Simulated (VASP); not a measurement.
```yaml
crystal:
  lattice:
    - [2.29500, -3.97506, 0.00000]
    - [2.29500, 3.97506, 0.00000]
    - [0.00000, 0.00000, 7.51000]
  atoms:
    - { symbol: Ag, position: [0.66667, 0.33333, 0.50000] }
    - { symbol: Ag, position: [0.33333, 0.66667, 0.00000] }
    - { symbol: I, position: [0.66667, 0.33333, 0.87500] }
    - { symbol: I, position: [0.33333, 0.66667, 0.37500] }
```

The numbers are results of PBE GGA with D3 dispersion (Becke-Johnson damping), VASP's PBE PAW potentials (set 64) (plane waves; VASP), not measurements. Numerical set-up: 520 eV cut-off, Gaussian smearing of 0.050 eV, potentials Ag I.

Unless said otherwise, spin-orbit coupling is left out, though it shifts the bands of the heavy elements here.

Question: Give the energies of bands 8 to 21 at the high-symmetry points, in eV from the valence-band maximum.

Answer: 
```csv
band,Γ,M,K,A,L,H
8,-4.06,-3.74,-3.79,-4.14,-3.86,-3.78
9,-3.12,-3.10,-3.14,-3.06,-3.03,-3.13
10,-3.12,-3.05,-3.14,-3.06,-3.03,-3.13
11,-3.03,-3.00,-3.13,-3.06,-2.93,-2.89
12,-3.03,-2.98,-3.12,-3.06,-2.93,-2.89
13,-2.93,-2.74,-2.61,-1.70,-2.81,-2.77
14,-0.71,-2.62,-2.61,-1.70,-2.81,-2.77
15,-0.71,-2.20,-2.56,-0.37,-1.25,-1.94
16,-0.07,-1.78,-1.53,-0.37,-1.25,-1.94
17,0.00,-1.04,-1.53,-0.37,-1.24,-1.14
18,0.00,-0.72,-1.33,-0.37,-1.24,-1.14
19,1.37,3.34,4.39,2.66,3.26,3.93
20,2.63,3.59,4.51,2.66,3.26,3.93
21,5.75,4.81,4.51,5.63,4.86,5.69
```

The gap is direct, 1.37 eV, from the valence maximum at Γ to the conduction minimum at Γ.

The compound is AgI in the wurtzite structure. The cell was not relaxed at this level.
